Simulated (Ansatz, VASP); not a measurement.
## One calculation of CsC, two programs

INCAR

```
  ALGO = Normal
  EDIFF = 1E-7
  EDIFFG = -0.01
  ENCUT = 600
  GGA = PE
  IBRION = 2
  ISIF = 3
  ISMEAR = 0
  LASPH = True
  LCHARG = False
  LREAL = False
  LWAVE = False
  NELM = 100
  NSW = 100
  PREC = Accurate
  SIGMA = 0.02
```

KPOINTS

```
k-points
0
Gamma
  6 6 4
```

POSCAR

```
CsC
1.0
    5.6224483194      0.0000000000      0.0000000000
   -2.8112241597      4.8691830761      0.0000000000
    0.0000000000      0.0000000000      8.9862337972
Cs C
4 4
Direct
    0.6666666667      0.3333333333      0.7500000000
    0.0000000000      0.0000000000      0.0000000000
    0.3333333333      0.6666666667      0.2500000000
    0.0000000000      0.0000000000      0.5000000000
    0.3333333333      0.6666666667      0.8206925447
    0.6666666667      0.3333333333      0.1793074553
    0.6666666667      0.3333333333      0.3206925447
    0.3333333333      0.6666666667      0.6793074553
```

Input for Ansatz:

```yaml
crystal:
  lattice:
    - [5.6224483194, 0.0, 0.0]
    - [-2.8112241597, 4.8691830761, 0.0]
    - [0.0, 0.0, 8.9862337972]
  atoms:
    - { symbol: Cs, position: [0.6666666667, 0.3333333333, 0.75] }
    - { symbol: Cs, position: [0.0, 0.0, 0.0] }
    - { symbol: Cs, position: [0.3333333333, 0.6666666667, 0.25] }
    - { symbol: Cs, position: [0.0, 0.0, 0.5] }
    - { symbol: C, position: [0.3333333333, 0.6666666667, 0.8206925447] }
    - { symbol: C, position: [0.6666666667, 0.3333333333, 0.1793074553] }
    - { symbol: C, position: [0.6666666667, 0.3333333333, 0.3206925447] }
    - { symbol: C, position: [0.3333333333, 0.6666666667, 0.6793074553] }
basis:
  ecutwfc: 420
kpoints:
  mp_grid: { grid: [6, 6, 4] }
hamiltonian:
  xc: pbe
scf:
  occupations: { method: gaussian, width: 0.02 }
output:
  forces: true
  stress: true
  eigenvalues: true
relax:
  adjacent_minimum: "off"
  f_tol: 0.01
  max_steps: 80
  cell: { stress_tol: 0.05 }
```

Alike in both runs: task relaxation of cell and atoms; functional PBE; k mesh 6 × 6 × 4; occupations gaussian, width 0.02 eV; no spin polarisation.

|  | VASP | Ansatz |
| --- | --- | --- |
| version | VASP 6.6.1 | Ansatz 0.2.0 |
| potentials or method | VASP PAW PBE potentials, release 64 (Cs_sv, C) | scalar-relativistic, plane waves, PAW |
| plane-wave cutoff (eV) | 600 | 420 |
| valence electrons in the cell | 52 | 52 |

VASP gave:

- gap on the k mesh at the Fermi level, each at its own relaxed structure (eV): 2.40
- relaxed volume (Å³/atom): 30.80
- relaxed cell length with the largest relative difference (Å): 5.626

Q: What did Ansatz give for the same quantities?

A: gap on the k mesh at the Fermi level, each at its own relaxed structure (eV): 2.41; relaxed volume (Å³/atom): 30.75; relaxed cell length with the largest relative difference (Å): 5.622.

Caveats: spin-orbit coupling is left out, which moves the levels of the heavy elements. As with any semilocal functional, this PBE gap is likely too small. A k mesh can miss the band edges.
